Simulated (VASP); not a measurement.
**ScSi2: single point with PBEsol**

The system is ScSi2.

```
Sc Si
1.0
     3.66000    0.00000    0.00000
    -1.83000    3.16965    0.00000
     0.00000    0.00000    3.87000
Sc Si
1 2
Direct
  0.00000 0.00000 0.00000
  0.66667 0.33333 0.50000
  0.33333 0.66667 0.50000
```

```yaml
Program: VASP 6.6.1
Task: single point
Functional: PBEsol
Potentials_or_basis: VASP PAW PBE potentials, release 64 (Sc_sv, Si)
Cutoff: 520 eV
k_mesh: 8 × 8 × 7
Occupations: gaussian, width 0.02 eV
Spin: no spin polarisation
```

```json
{"Pressure": "22.0 GPa", "Band gap on the k mesh": "none (metal or under the smearing width)"}
```

Stress tensor (GPa, compression positive):
```
34.23  0.00  0.00
 0.00 34.23  0.00
 0.00  0.00 -2.52
```

Levels at points of the mesh, in eV from the Fermi level:
```csv
k point,band 6,band 7,band 8,band 9,band 10,band 11,band 12,band 13
"(0.00, 0.00, 0.00)",-3.54,-3.44,-3.44,-2.11,1.07,1.07,1.20,1.64
"(0.50, 0.00, 0.00)",-9.78,-4.49,-3.22,-2.78,0.50,0.76,2.26,2.47
```

Run time: 20 s on 1 thread of Intel(R) Xeon(R) Platinum 8559C (Emerald Rapids), with other jobs on the host, peak memory 0.17 GiB.

Caveat: so large a pressure means that the cell lies far from this level's equilibrium, or that cutoff or potentials fall short; the potentials were made for another functional, which shifts forces and pressure.
